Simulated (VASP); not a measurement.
These are LDA (Ceperley-Alder, Perdew-Zunger), VASP's LDA PAW potentials (set 64) (plane waves; VASP) values and carry that method's errors.

A VASP calculation is set up with these files.

**KPOINTS**
```
Automatic
0
gamma
  5 4 3
```

**POSCAR**
```
CaCl2
1
    4.0515812591     0.0000000000     0.0000000000
    0.0000000000     6.0177468567    -0.0000000000
    0.0000000000     0.0000000000     6.3172647976
Ca Cl
2 4
Direct
  0.0000000000   0.0000000000   0.0000000000
  0.5000000000   0.5000000000   0.5000000000
  0.0000000000   0.2573816739   0.3459584309
  0.5000000000   0.7573816739   0.1540415691
  0.5000000000   0.2426183261   0.8459584309
  1.0000000000   0.7426183261   0.6540415691
```

INCAR:
```
SYSTEM = CaCl2
PREC = Accurate; ENCUT = 400; LREAL = .FALSE.
LASPH = .TRUE.
EDIFF = 1E-8; NELM = 100; ALGO = Normal
ISMEAR = 0; SIGMA = 0.05
IBRION = 1; NSW = 30; ISIF = 2
EDIFFG = -0.001
LWAVE = .FALSE.; LCHARG = .FALSE.
```

POTCAR, in this order: Ca_sv Cl (LDA.64 set). Program: vasp_std.

Problem. What will the output report for the number of irreducible k-points (NKPTS), largest plane-wave count, number of space-group operations, FFT grid (NGX, NGY, NGZ)?

Solution. 
number of irreducible k-points (NKPTS): 18
largest plane-wave count: 2832
number of space-group operations: 8
FFT grid (NGX, NGY, NGZ): 28 × 40 × 42

The compound is CaCl2 in the sg58 structure. This run relaxes the ions in a fixed cell. Symmetry was kept, so distortions that lower it aren't found. The start is the result of an earlier pass.
